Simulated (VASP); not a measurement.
An input for Ansatz (written as the equivalent of a VASP run, and not itself run):

Ansatz 0.2 input:
```yaml
crystal:
  lattice:
    - [4.4246489, 0.0000000, 0.0000000]
    - [-2.2123245, 3.8318588, 0.0000000]
    - [0.0000000, 0.0000000, 10.8128464]
  atoms:
    - { symbol: Sn, position: [0.0000000, 0.0000000, 0.5000000] }
    - { symbol: Sn, position: [0.3333330, 0.6666670, 0.1517938] }
    - { symbol: Sn, position: [0.6666670, 0.3333330, 0.8482062] }
    - { symbol: Te, position: [0.3333330, 0.6666670, 0.6742282] }
    - { symbol: Te, position: [0.6666670, 0.3333330, 0.3257718] }
    - { symbol: Se, position: [0.0000000, 0.0000000, 0.0000000] }
kpoints:
  mp_grid: { grid: [7, 7, 3] }
hamiltonian:
  xc: r2scan
  pseudopotentials: { kind: paw }
scf:
  occupations: { method: methfessel_paxton, width: 0.1 }
  max_iter: 100
relax:
  max_steps: 60
  f_tol: 0.02
  cell: {}
output: { forces: true, stress: true, eigenvalues: true }
```

Question: Translate this input to VASP (INCAR, KPOINTS, POSCAR, choice of POTCAR).

Answer: One answer among several that fit: 
KPOINTS:
```
Automatic
0
Gamma
  7 7 3
0 0 0
```

### POSCAR
```
Sn3Te2Se
1
    4.4246489070     0.0000000000     0.0000000000
   -2.2123244535     3.8318587579    -0.0000000000
    0.0000000000     0.0000000000    10.8128463788
Sn Te Se
3 2 1
Direct
  0.0000000000   0.0000000000   0.5000000000
  0.3333330000   0.6666670000   0.1517937528
  0.6666670000   0.3333330000   0.8482062472
  0.3333330000   0.6666670000   0.6742282481
  0.6666670000   0.3333330000   0.3257717519
  0.0000000000   0.0000000000   0.0000000000
```

**INCAR**
```
# general
SYSTEM  = Sn3Te2Se
PREC    = Accurate
ENCUT   = 400
LREAL   = .FALSE.   # projection in real space or not
LASPH   = .TRUE.

# electronic loop
EDIFF   = 1E-6   # SCF stop (eV)
NELM    = 100
ALGO    = Normal   # blocked Davidson
LMAXMIX = 4   # l cut-off of mixed one-centre charges
LMIXTAU = .TRUE.

# smearing
ISMEAR  = 1   # Methfessel-Paxton
SIGMA   = 0.1

# functional
METAGGA = R2SCAN

# ions
IBRION  = 2
NSW     = 60   # most ionic steps
ISIF    = 3
EDIFFG  = -0.02   # ionic stop

# output
LWAVE   = .FALSE.
LCHARG  = .FALSE.
```

POTCAR, in this order: Sn_d Te Se (PBE.64 set). Program: vasp_std.

Limits of the translation: each code has its own PAW files, so the cut-off isn't converted (ENCUT is set for VASP's; basis.ecutwfc is left out, and Ansatz then takes the one that its files recommend); Ansatz stops its SCF on the density residual and VASP on the energy change (EDIFF).

The structure comes from a computed database's Sn3Te2Se entry (P-3m1); how it stands against other phases isn't given here. This run relaxes it. Symmetry was kept, so distortions that lower it aren't found. The start is the result of an earlier pass.
